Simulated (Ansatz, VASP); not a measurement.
# VIBr (1T-VBrI bilayer, AB): VASP beside Ansatz

Wanted: the spread between two codes on one cell, functional and k mesh. The structure shown is the start of the Ansatz relaxation below; VASP solves that cell, so the two are compared at the walk's first step.

Program: Ansatz 0.2.0. Level of theory: plane waves, with VASP 6.6.1 beside it; single point at PBE with D3(BJ). Results are calculated unless marked as measured.

### Step 1. The structure

The cell holds 6 atoms: 2 I, 2 V and 2 Br. Cell: a = 3.908 Å, b = 3.908 Å, c = 50.246 Å, α = 90.0°, β = 90.0°, γ = 120.0°. Vacuum lies along c.

### Step 2. Ansatz: relaxation, PBE with D3(BJ)

Ansatz runs on its default PAW (the set named soft_2) files.

The two programs are compared at the cell with which this relaxation starts, whose forces are those of its first step.

input.yaml

```yaml
crystal:
  lattice:
    - [3.9076655, 0.0, 0.0]
    - [-1.95383275, 3.3841375925, 0.0]
    - [0.0, 0.0, 50.2457621734]
  atoms:
    - { symbol: I, position: [0.6666666667, 0.3333333333, 0.404014172] }
    - { symbol: V, position: [0.0, 0.0, 0.4391102492], spin: 1.0 }
    - { symbol: Br, position: [0.3333333333, 0.6666666667, 0.4676589641] }
    - { symbol: I, position: [0.0, 0.0, 0.5323410359] }
    - { symbol: V, position: [0.3333333333, 0.6666666667, 0.5674371131], spin: 1.0 }
    - { symbol: Br, position: [0.6666666667, 0.3333333333, 0.595985828] }
  periodic: [true, true, false]
magnetization:
  spin_polarized: true
kpoints:
  mp_grid: { grid: [12, 12, 1] }
hamiltonian:
  xc: pbe
  dispersion: d3bj
scf:
  occupations: { method: fermi_dirac, width: 0.05 }
  convergence: { dr2_threshold: 1.0e-09 }
relax:
  f_tol: 0.004
  max_steps: 90
  cell: {}
output:
  write_potential: true
  write_density: true
  volumetric_format: npy
```

Started as:

```sh
> ansatz run input.yaml --threads 4 --pin off --max-ram 6144MiB --backend cpu --events-out ev --progress --plain --runs-dir out
```

Numbers of over 12 decimals in the logs are rounded to 6 here.

The log of the run:

```text
Warning: relax.cell: scf.convergence.dr2_threshold = 1e-9 eV is looser than the 1.55458146687e-10 eV advised for a relaxation that steers and ends on the stress (1e-10 eV for each atom of the cell: 6, times the square of relax.cell.stress_2d_tol = 0.05 N/m over 19.6 Å (the atoms' height at the walk's start and 5 Å past either face), 2.545e-2 GPa, over a crystal's default 0.05). What an SCF threshold leaves in a stress goes as its square root, and in the free energy as the threshold itself, and one threshold admits the most on a small cell: [figures from the program's tests cut] Set scf.convergence.dr2_threshold to 1.55458146687e-10 eV or tighter. [rest of the remark cut]
Engine: ansatz 0.2.0, aarch64-unknown-linux-gnu
Pseudopotentials: kind: paw
Pseudopotential: I, paw, valence charge 17, recommended cutoff 420 eV (normal), I.paw.azcp
Pseudopotential: V, paw, valence charge 13, recommended cutoff 420 eV (normal), V.paw.azcp
Pseudopotential: Br, paw, valence charge 7, recommended cutoff 420 eV (normal), Br.paw.azcp
Functional definition: PBE
  parameter kappa = 0.804
  parameter beta = 0.066725
  exchange = pbe_x(kappa = kappa, mu = beta*pi^2/3)
  correlation = pbe_c(beta = beta)
Crystal: 6 atoms, lattice volume = 664.454 Å³
Basis set: ecut = 420 eV, 13163 PW (Γ), exchange–correlation on 54×54×720 points (8 copies of the dense FFT grid, shifted against one another)
Bands: 46, of which v1, the nominal top of the filled ones, is band 37 counted from 1 (36 counted from 0)
Symmetry: 6 space group operations
Space group: P3m1 (ITA 156), of the structure as read, at distance tolerance 8.7e-5 Å
Magnetic group: BNS 156.49 (UNI 1279), of the structure as read, at distance tolerance 8.7e-5 Å
k-points: 19 of 144 (time reversal used)
Non-local potential: I, projectors of the file, l = 0: 2, l = 1: 2, l = 2: 2, l = 3: 2
Non-local potential: V, projectors of the file, l = 0: 3, l = 1: 2, l = 2: 3, l = 3: 1
Non-local potential: Br, projectors of the file, l = 0: 2, l = 1: 2, l = 2: 2
PAW form: soft (Blöchl's): semilocal exchange-correlation on the pseudo side does not see the compensation charge
PAW one-centre angular grid: I, 590 points (default); XC on 64 Gauss nodes
PAW one-centre angular grid: V, 590 points (default); XC on 64 Gauss nodes
PAW one-centre angular grid: Br, 110 points (default); XC on 64 Gauss nodes
Initial density: superposition of atomic densities (neutral atoms: chi_scale 0, normalization atom)
Starting moments: Σ|m| = 2 μB on 2 of 6 sites
Initial wavefunctions: pseudopotential atomic-orbital guess
Functional: x = pbe(κ = 0.804, μ = 0.219515), c = pbe(β = 0.066725)
iter 1 solved again at ethr=2.03e-3 eV; its pass at ethr=3.10e-3 eV (dr2=1.50e0 eV) is discarded
SCF iter   1: F=—  HF=-26419.283637 eV  |F-HF|=—  |Δ(HF+E_count)|=         —  Δρ=1.29e-2 (↑1.29e-2 ↓5.60e-3)  dr2=1.51e0  dr2_m=2.69e-1  M=2.695 μB ∫|m|=2.708 μB  β_m=0.30  ethr=2.03e-3  ⟨swp⟩=1.3  Hψ=13784  notcnv=0
Mixer restart at iter 1: flushing history
preconditioner: auto → LDOS  [metal: Δε(μ)=0.008 eV  Ē_g=6.362 eV  σ=0.050 eV  W_gap=0.04  n_scr=60 (ndim 8)  ℏωp=8.4 eV  f_vac=0.731  D(μ)=14.95/eV (n_scr^D=110)]
spin=Collinear: LDOS preconditioning applied to the charge; magnetization (m = ρ↑ − ρ↓) channel mixes plain (no charge-response kernel on spin).
SCF iter   2: F=—  HF=-26419.903918 eV  |F-HF|=—  |Δ(HF+E_count)|=   6.20e-1  Δρ=1.03e-2 (↑1.03e-2 ↓5.76e-3)  dr2=4.78e-1  dr2_m=2.72e-1  M=3.030 μB ∫|m|=3.040 μB  β_m=0.64  ethr=2.03e-3  ⟨swp⟩=3.6  Hψ=2519  notcnv=0
SCF iter   3: F=—  HF=-26420.919315 eV  |F-HF|=—  |Δ(HF+E_count)|=    1.02e0  Δρ=9.88e-3 (↑9.70e-3 ↓9.88e-3)  dr2=4.42e-2  dr2_m=5.78e-1  M=4.655 μB ∫|m|=4.669 μB  β_m=0.82  ethr=6.45e-4  ⟨swp⟩=5.3  Hψ=4349  notcnv=0
SCF iter   4: F=—  HF=-26422.804606 eV  |F-HF|=—  |Δ(HF+E_count)|=         —  Δρ=1.57e-2 (↑1.57e-2 ↓1.40e-2)  dr2=4.12e-2  dr2_m=1.34e0  M=6.000 μB ∫|m|=6.149 μB  β_m=1.00  ethr=5.97e-5  ⟨swp⟩=3.6  Hψ=4211  notcnv=0  κ⁻¹=5.7e-3(r=2)
SCF iter   5: F=—  HF=-26422.915981 eV  |F-HF|=—  |Δ(HF+E_count)|=   1.11e-1  Δρ=2.10e-2 (↑2.10e-2 ↓1.60e-2)  dr2=6.32e-1  dr2_m=2.05e0  M=6.000 μB ∫|m|=6.227 μB  β_m=0.82  ethr=6.76e-5  ⟨swp⟩=6.6  Hψ=5140  notcnv=0  defer=7
SCF iter   6: F=—  HF=-26422.625736 eV  |F-HF|=—  |Δ(HF+E_count)|=   2.90e-1  Δρ=1.58e-2 (↑1.58e-2 ↓1.45e-2)  dr2=2.01e-1  dr2_m=1.39e0  M=6.000 μB ∫|m|=6.249 μB  β_m=0.51  ethr=6.76e-5  ⟨swp⟩=5.2  Hψ=5580  notcnv=0  defer=40
[...]
Mixer restart at iter 10: flushing history
SCF iter  11: F=—  HF=-26422.548784 eV  |F-HF|=—  |Δ(HF+E_count)|=         —  Δρ=1.27e-6 (↑1.27e-6 ↓1.12e-6)  dr2=1.28e-8  dr2_m=4.25e-10  M=6.000 μB ∫|m|=6.358 μB  β_m=0.80  ethr=1.58e-10  ⟨swp⟩=13.2  Hψ=7112  notcnv=0  defer=4
SCF iter  12: F=—  HF=-26422.548819 eV  |F-HF|=—  |Δ(HF+E_count)|=   3.52e-5  Δρ=6.35e-7 (↑6.35e-7 ↓3.62e-7)  dr2=1.97e-8  dr2_m=2.80e-10  M=6.000 μB ∫|m|=6.358 μB  β_m=0.80  ethr=1.73e-11  ⟨swp⟩=4.0  Hψ=4275  notcnv=0  defer=6
SCF iter  13: F=—  HF=-26422.548821 eV  |F-HF|=—  |Δ(HF+E_count)|=   2.19e-6  Δρ=1.54e-7 (↑1.54e-7 ↓1.23e-7)  dr2=6.58e-10  dr2_m=1.11e-11  M=6.000 μB ∫|m|=6.358 μB  β_m=0.76  ethr=1.73e-11  ⟨swp⟩=3.4  Hψ=3213  notcnv=0  defer=6
SCF iter  14: F=-26422.548823 eV  HF=-26422.548822 eV  |F-HF|=2.75e-7  |Δ(HF+E_count)|=   1.02e-6  Δρ=9.65e-8 (↑9.65e-8 ↓4.66e-8)  dr2=1.43e-10  dr2_m=9.17e-12  M=6.000 μB ∫|m|=6.358 μB  ethr=1.00e-12  ⟨swp⟩=16.7  Hψ=13414  notcnv=0
SCF 7 converged in 14 iterations: F = -26422.548823 eV  dr2 = 1.43e-10
relax step   7: F+E_penalty+E_count = -26422.54882272 eV  Δ(F+E_penalty+E_count) = -1.146e-4 eV  max|allowed force component| = 5.614e-4 eV/Å  Δτ_max = 0.0000 Å  P = +0.008 N/m  Ω = 667.627 Å³  fix = [c, alpha, beta]  reactions: c +0.000 N/m  stress off target by 8.47e-3 N/m on what of the cell is left free  SCF on the basis re-selected at this cell (its energy is not comparable with the rows above)  (14 SCF iters)
basis re-selected at this cell: Δ(F+E_penalty+E_count) = -1.146e-4 eV, ΔP = +0.000 N/m vs the last step (what re-selecting the basis moved, of the pressure what is left beyond the Pulay correction that the steps carried, after the strain that the cell walked since its last selection, with what the two solves' SCF thresholds leave and, on support functions, any second-order correction that the steps lacked; it is no m [...]
WARN: The output density's exchange-correlation potential varies sharply where the density is thin. Do not read a vacuum level from v_tot or v_xc, or from such a field of the output density. On a cell that repeats whose density bears no net charge and no dipole along the vacuum's axis use v_es (v_loc + v_h of the components); under efield.dipole_correction with no amplitude use v_es + v_field, which holds any externa [...]
SCF converged after 14 iterations
Magnetization: 6.0000 μB (40.0000 up, 34.0000 down)
Absolute magnetization: 6.3614 μB (∫|ρ↑−ρ↓|, with the PAW one-centre terms)
Spin contamination: 0.0449 ħ² per cell (⟨S²⟩ above its minimum at these occupations)
Per-site moments (μB) at R_I (Å): [(-0.031382, 1.152865), (2.546174, 1.094701), (-0.014785, 1.094701), (-0.031844, 1.150901), (2.549133, 1.097436), (-0.014247, 1.097436)]
Free energy (F): -26422.548823 eV
Harris-Foulkes:  -26422.548822 eV  (|F-HF|=2.75e-7)
Internal energy: -26422.548769 eV  (E = F + TS)
E sigma→0 (E₀):  -26422.548796 eV
Entropy (-TS):   -0.000054 eV (-0.009 meV/atom)
Fermi energy:    -3.840820 eV
--- Per-component energies (eV) ---
  E_band       = -2159.224069
  E_kinetic    = 1314.583975
  E_local      = -329621.571828  (includes V_loc(G=0)·N_el)
  E_nonlocal   = -117.218089
  E_hartree    = 164161.086394
  E_xc         = -1042.392903
  E_vxc        = -790.200607  (∫ρ·V_xc dr)
  E_paw        = -16361.736988  (= ΣΔE_a)
  E_vpaw       = -1266.991917  (= ΣTr[D̂ρ^β])
  E_aug_tail   = 0.000539  (compensation charges beyond the density's cutoff)
  E_ewald      = 155246.469150
  E_disp       = -1.769020  (pairwise vdW)
  E_smearing   = -0.000054  (= −TS)
  E_closure    = 0.000000  (closes the sum)
  Σ components = -26422.548823   (vs F -26422.548823, Δ=0.00e0)
--- Forces (eV/Å), atoms counted from 1 ---
  atom   1  I     -0.00000000    -0.00000000     0.00022249
  atom   2  V      0.00000000     0.00000000    -0.00036986
  atom   3  Br     0.00000000     0.00000000     0.00053874
  atom   4  I     -0.00000000    -0.00000000    -0.00056184
  atom   5  V      0.00000000     0.00000000     0.00017472
  atom   6  Br     0.00000000     0.00000000    -0.00000676
  max |Σ_I F_I| component: 2.50e-6 eV/Å
--- 2D stress c σ (N/m, compression-positive) ---
        0.008465       0.000000       0.000000
        0.000000       0.008465       0.000000
        0.000000       0.000000       0.000000
  P = ½ c Tr σ = 0.0085 N/m
--- Band table (eV; the first three rows and the last of 38) ---
  k-point 0 ↑: bands = [... 33 lower, -6.2807, -5.2446, -5.2446, -4.9796, -4.9032, -4.9032, -4.6466, -2.9398, ... 5 higher]
  k-point 1 ↑: bands = [... 33 lower, -6.4061, -5.2187, -5.1496, -4.8910, -4.8720, -4.8087, -4.5519, -3.1375, ... 5 higher]
  k-point 2 ↑: bands = [... 33 lower, -6.6772, -5.2608, -4.9737, -4.9199, -4.7365, -4.6333, -4.3955, -3.3767, ... 5 higher]
  k-point 18 ↓: bands = [... 33 lower, -7.4537, -2.3542, -2.1870, -2.1693, -2.0285, -1.9543, -1.9238, -1.8241, ... 5 higher]
  the weakly bound empty levels are not read free of the cell's end (no_gap_told)
--- Relaxed structure (6 steps of the walk, 6 accepted, 1 SCFs on fresh bases) ---
  F+E_penalty+E_count = -26422.54882272 eV   max|allowed force component| = 5.614e-4 eV/Å   (the final SCF, on the basis selected at the relaxed cell)
  cell:  # Å, volume = 667.6272 Å³
    - [3.916986, 0.0, 0]
    - [-1.958493, 3.392209, 0]
    - [0, 0, 50.2457621734]
  atoms:
    - { symbol: I, position: [0.666667, 0.333333, 0.406926] }
    - { symbol: V, position: [0, 0, 0.439609] }
    - { symbol: Br, position: [0.333333, 0.666667, 0.467247] }
    - { symbol: I, position: [0, 0, 0.533277] }
    - { symbol: V, position: [0.333333, 0.666667, 0.565799] }
    - { symbol: Br, position: [0.666667, 0.333333, 0.593689] }
```

[end of part 1 of 2]

[Lines on the potential files, build, host, timing and source positions are cut from VASP's logs without a mark.]

[Logs are printed without paths, hosts, clocks, repeated set-up lines and the standing remarks that a program may print on its own settings, such as how far it seeks lower states.]

[Hosts, paths, dates, database ids (printed as entryN), source tags and the programs' standing remarks are cut or masked in the printed files.]
